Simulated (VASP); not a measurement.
Here is the system:

```
Mo2Si
1.0
    5.28866     0.00000     0.00000
    0.00000     4.18528     0.00000
    0.00000     0.00000     7.92889
Mo Si
8 4
Direct
  0.57805   0.25000   0.77922
  0.07805   0.25000   0.72078
  0.42195   0.75000   0.22078
  0.92195   0.75000   0.27922
  0.19781   0.25000   0.06255
  0.69781   0.25000   0.43745
  0.80219   0.75000   0.93745
  0.30219   0.75000   0.56255
  0.70326   0.25000   0.11096
  0.20326   0.25000   0.38904
  0.29674   0.75000   0.88904
  0.79674   0.75000   0.61096
```

The numbers are results of r2SCAN meta-GGA, VASP's PBE PAW potentials (set 64) (plane waves; VASP 6.6.1), not measurements. Numerical set-up: 400 eV cut-off, 7×8×5 Γ-centred mesh, tetrahedra with Blöchl corrections, potentials Mo_sv Si.

**Question.** Give the energies of bands 59 to 72 at the high-symmetry points, in eV from the Fermi level.

**Answer.** 
| band | Γ | X | S | Y | Z | U | R | T |
|---|---|---|---|---|---|---|---|---|
| 59 | -1.16 | -0.71 | -1.52 | -1.28 | -0.33 | -0.85 | -1.21 | -1.09 |
| 60 | -1.11 | -0.71 | -1.52 | -1.28 | -0.33 | -0.85 | -1.21 | -1.09 |
| 61 | -0.43 | -0.41 | -0.91 | -1.00 | -0.19 | -0.13 | -0.45 | -0.79 |
| 62 | -0.17 | -0.41 | -0.91 | -1.00 | -0.19 | -0.13 | -0.45 | -0.79 |
| 63 | -0.14 | 0.03 | -0.91 | -0.73 | 0.09 | -0.07 | -0.45 | -0.29 |
| 64 | 0.28 | 0.03 | -0.91 | -0.73 | 0.09 | -0.07 | -0.45 | -0.29 |
| 65 | 0.30 | 0.30 | 0.15 | -0.45 | 0.15 | 0.28 | 0.31 | 0.01 |
| 66 | 0.54 | 0.30 | 0.15 | -0.45 | 0.15 | 0.28 | 0.31 | 0.01 |
| 67 | 0.81 | 1.13 | 0.15 | 0.45 | 1.28 | 0.90 | 0.31 | 0.42 |
| 68 | 0.97 | 1.13 | 0.15 | 0.45 | 1.28 | 0.90 | 0.31 | 0.42 |
| 69 | 1.49 | 1.19 | 0.82 | 0.72 | 1.47 | 0.93 | 0.76 | 0.69 |
| 70 | 1.50 | 1.19 | 0.82 | 0.72 | 1.47 | 0.93 | 0.76 | 0.69 |
| 71 | 1.53 | 1.36 | 0.82 | 1.17 | 1.61 | 1.61 | 0.76 | 1.20 |
| 72 | 1.54 | 1.36 | 0.82 | 1.17 | 1.61 | 1.61 | 0.76 | 1.20 |

It has no gap at this level: it comes out as a metal or semimetal.

The structure was generated: SiMo2 was put into the Co2Si type (Pnma), which need not be its known phase. It was relaxed first.
